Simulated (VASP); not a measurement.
Write the native input for VASP 6.6.1 that does the following.

- Task: relaxation of cell and atoms
- Functional: PBE
- Potentials or basis: VASP PAW PBE potentials, release 64 (Zn, Se)
- Cutoff: 520 eV
- k mesh: 4 × 4 × 4
- Occupations: gaussian, width 0.02 eV
- Spin: no spin polarisation
- Further INCAR settings: ALGO = Normal; EDIFF = 1e-07; IBRION = 2; EDIFFG = -0.002; NSW = 80; ISIF = 3

The structure of ZnSe lies in POSCAR:

```
ZnSe                                    
1.0
   -0.0000000000      2.8746209096      2.8746209096
    2.8746209096      0.0000000000      2.8746209096
    2.8746209096      2.8746209096      0.0000000000
  Zn              Se            
     1     1
Direct
     0.0000000000000000    0.0000000000000000    0.0000000000000000
     0.2500000000000000    0.2500000000000000    0.2500000000000000
```

The input as run:

INCAR

```
SYSTEM = ZnSe
PREC     = Accurate       ! precision mode
ENCUT    = 520            ! plane-wave cutoff, eV
EDIFF    = 1E-7           ! SCF threshold, eV
ISMEAR   = 0              ! smearing method
SIGMA    = 0.02           ! smearing width, eV
LREAL    = .FALSE.        ! projectors in reciprocal space
LASPH    = .TRUE.         ! aspherical terms in the spheres
NELM     = 60             ! most SCF steps
ALGO     = Normal         ! electronic algorithm
ISIF     = 3              ! what is computed and relaxed
LWAVE    = .FALSE.        ! write WAVECAR
LCHARG   = .FALSE.        ! write CHGCAR
GGA      = PE             ! functional
IBRION   = 2              ! ionic algorithm
NSW      = 80             ! ionic steps
EDIFFG   = -0.002         ! ionic threshold
```

KPOINTS

```
regular mesh
0
G
  4 4 4
  0 0 0
```

Potentials or basis: VASP PAW PBE potentials, release 64 (Zn, Se).

The run is started by

```bash
$ cat potpaw_PBE.64/Zn/POTCAR potpaw_PBE.64/Se/POTCAR > POTCAR
$ mpirun -np 1 vasp_std > vasp.out
```

Results of the run:

| Property | Result |
| --- | --- |
| Relaxed volume | 23.76 Å³/atom |
| Relaxed cell | a = 4.066 Å, b = 4.066 Å, c = 4.066 Å, α = 60.00°, β = 60.00°, γ = 60.00° |
| Space group after relaxing (to 0.05 Å) | F-43m (No. 216) |
| Energy gained by relaxing | 0.0 meV/atom |
| Ionic steps | 2 |
| Pressure after relaxing | 0.0 GPa |
| Band gap on the k mesh | 1.11 eV, direct |

Caveat: the k mesh is coarse (spacing up to 0.47 Å⁻¹), so the values aren't converged.

Wall time 12 s on 1 thread of Intel(R) Xeon(R) Platinum 8259CL CPU @ 2.50GHz (Skylake/Cascade Lake) (shared host), peak memory 0.16 GiB.
